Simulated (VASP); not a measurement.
Calculation: RPBE GGA, VASP's PBE PAW potentials (set 64) (plane waves; VASP).

A VASP calculation is set up with these files.

**POSCAR**
```
PtSe2
7.864590
  0.2403374026  -0.4162766242   0.0000000000
  0.2403374026   0.4162766242   0.0000000000
  0.0000000000   0.0000000000   1.0000000338
Pt Se
1 2
direct
  0.0000000000   0.0000000000   0.0000000000
  0.3333330000   0.6666670000   0.1660028211
  0.6666670000   0.3333330000   0.8339971789
```

**KPOINTS**
```
Automatic mesh
0
Gamma
8 8 3
0 0 0
```

### INCAR
```
# general
SYSTEM  = PtSe2
PREC    = Accurate
ENCUT   = 520
LREAL   = .False.
LASPH   = .True.

# electronic loop
EDIFF   = 1E-7
NELM    = 100
ALGO    = Normal
LMAXMIX = 6

# smearing
ISMEAR  = -5

# functional
GGA     = RP

# ions
ISIF    = 2

# output
LWAVE   = .False.
LCHARG  = .True.
LORBIT  = 11
NEDOS   = 601

# other
LEFG    = .True.
```

POTCAR, in this order: Pt Se (PBE.64 set). Program: vasp_std.

Output

**OUTCAR**
```
 ion  position               nearest neighbor table
   1  0.000  0.000  0.000-   2 2.54   3 2.54   3 2.54   2 2.54   3 2.54   2 2.54
   2  0.333  0.667  0.166-   1 2.54   1 2.54   1 2.54
   3  0.667  0.333  0.834-   1 2.54   1 2.54   1 2.54
  LATTYP: Found a hexagonal cell.
 ALAT       =     3.7803104838
 C/A-ratio  =     2.0804085536
 Subroutine PRICEL returns:
 Original cell was already a primitive cell.
 Subroutine GETGRP returns: Found 12 space group operations
The static configuration has the point symmetry D_3d.
The dynamic configuration has the point symmetry D_3d.
 Subroutine INISYM returns: Found 12 space group operations
 Subroutine IBZKPT returns following result:
 Found     25 irreducible k-points:

 Following reciprocal coordinates:
            Coordinates               Weight
  0.000000  0.000000  0.000000      1.000000
  0.125000  0.000000  0.000000      6.000000
  0.250000  0.000000  0.000000      6.000000
  0.375000  0.000000  0.000000      6.000000
  0.500000  0.000000  0.000000      3.000000
  0.125000  0.125000  0.000000      6.000000
  0.250000  0.125000  0.000000     12.000000
...
```

**OSZICAR**
```
       N       E                     dE             d eps       ncg     rms          rms(c)
DAV:   1     0.125561735242E+03    0.12556E+03   -0.92736E+03   750   0.121E+03
DAV:   2    -0.703840210324E+01   -0.13260E+03   -0.12887E+03   988   0.224E+02
DAV:   3    -0.137960634240E+02   -0.67577E+01   -0.67302E+01   939   0.554E+01
DAV:   4    -0.138843167590E+02   -0.88253E-01   -0.88217E-01   932   0.654E+00
DAV:   5    -0.138858475211E+02   -0.15308E-02   -0.15306E-02   967   0.841E-01    0.116E+01
DAV:   6    -0.133139096537E+02    0.57194E+00   -0.48832E+00   750   0.223E+01    0.690E+00
DAV:   7    -0.131301555505E+02    0.18375E+00   -0.95293E-01   764   0.105E+01    0.341E+00
DAV:   8    -0.131172389256E+02    0.12917E-01   -0.73960E-02   925   0.198E+00    0.763E-01
DAV:   9    -0.131131129311E+02    0.41260E-02   -0.14773E-02  1002   0.131E+00    0.193E-01
DAV:  10    -0.131132677274E+02   -0.15480E-03   -0.30206E-03   988   0.377E-01    0.686E-02
DAV:  11    -0.131132481242E+02    0.19603E-04   -0.99571E-05   988   0.100E-01    0.308E-02
DAV:  12    -0.131132328300E+02    0.15294E-04   -0.89617E-05   939   0.712E-02    0.508E-03
DAV:  13    -0.131132333968E+02   -0.56676E-06   -0.32344E-06   939   0.139E-02    0.184E-03
DAV:  14    -0.131132334812E+02   -0.84467E-07   -0.27641E-07   863   0.435E-03
   1 F= -.13113233E+02 E0= -.13113233E+02  d E =0.000000E+00
```

OUTCAR:
```
------------------------ aborting loop because EDIFF is reached ----------------------------------------
  FORCE on cell =-STRESS in cart. coord.  units (eV):
  Direction    XX          YY          ZZ          XY          YZ          ZX
  --------------------------------------------------------------------------------------
  Total       -0.0141534     -0.0141534      0.0622984      0.0000000      0.0000000      0.0000000
  in kB       -0.2329746     -0.2329747      1.0254774      0.0000000      0.0000000      0.0000000
  external PRESSURE =       0.1865094 kB  Pullay stress =       0.0000000 kB
  volume of cell :       97.33
      direct lattice vectors                 reciprocal lattice vectors
     1.890155133 -3.273844976  0.000000000     0.264528552 -0.152725619  0.000000000
     1.890155133  3.273844976  0.000000000     0.264528552  0.152725619  0.000000000
     0.000000000  0.000000000  7.864590266     0.000000000  0.000000000  0.127152206
 POSITION                                       TOTAL-FORCE (eV/Angst)
 -----------------------------------------------------------------------------------
      0.00000      0.00000      0.00000         0.000000      0.000000      0.000000
      1.89016      1.09128      1.30554        -0.000000     -0.000000      0.025756
      1.89016     -1.09128      6.55905         0.000000     -0.000000     -0.025756
 -----------------------------------------------------------------------------------
    total drift:                               -0.000000      0.000000      0.000000
  FREE ENERGIE OF THE ION-ELECTRON SYSTEM (eV)
  ---------------------------------------------------
  free  energy   TOTEN  =       -13.1132334812 eV

  energy  without entropy=      -13.1132334812  energy(sigma->0) =      -13.11323348

 total charge

# of ion       s       p       d       tot
------------------------------------------
    1        0.662   0.664   7.971   9.297
    2        1.476   2.238   0.052   3.766
    3        1.476   2.238   0.052   3.766
--------------------------------------------------
tot          3.614   5.140   8.076  16.829

 Electric field gradients after diagonalization (V/A^2)
 (convention: |V_zz| > |V_xx| > |V_yy|)
----------------------------------------------------------------------
 ion       V_xx      V_yy      V_zz     asymmetry (V_yy - V_xx)/ V_zz
----------------------------------------------------------------------
   1     -53.120   -53.119   106.240       0.000
   2      47.901    47.900   -95.801       0.000
   3      47.901    47.900   -95.801       0.000
```
(Selected blocks of OUTCAR.)

Without a dispersion term in the relaxation, distances and binding between the weakly bound layers, chains or molecules are unreliable, and so is what depends on them.

The compound is PtSe2 in the 1T layered structure. It was relaxed first, which changed the volume by +59 %.
